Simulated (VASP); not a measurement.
The system is OGaCl2H, in a box.

```
CELL_PARAMETERS angstrom
12.00000 0.00000 0.00000
0.00000 13.00000 0.00000
0.00000 0.00000 12.00000
ATOMIC_POSITIONS crystal
O 0.51845 0.59803 0.52741
Ga 0.50712 0.46348 0.51165
Cl 0.62225 0.36807 0.59506
Cl 0.37992 0.39873 0.41060
H 0.46265 0.63517 0.48642
```

Base run:

```yaml
Program: VASP 6.6.1
Functional: BLYP
Dispersion: D3(BJ)
Potentials_or_basis: VASP PAW PBE potentials, release 64 (O, Ga_d, Cl, H)
Cutoff: 520 eV
k_mesh: 1 × 1 × 1
Occupations: gaussian, width 0.01 eV
Spin: no spin polarisation
```

Its results: gap between the frontier levels 5.07 eV; largest force 0.844 eV/Å.

Q: The run is repeated on the same cell with these changes: functional from BLYP to r2SCAN; further incar settings from ALGO = Normal; EDIFF = 1e-06; NBANDS = 25 to ALGO = Normal; EDIFF = 1e-07. What comes out?

A: Gap between the frontier levels 5.86 eV; largest force 0.261 eV/Å.

Caveats: the PAW data sets were made with another functional, which shifts forces and pressure a little.

A k mesh can miss the band edges.

Not every run made on this cell is shown here.
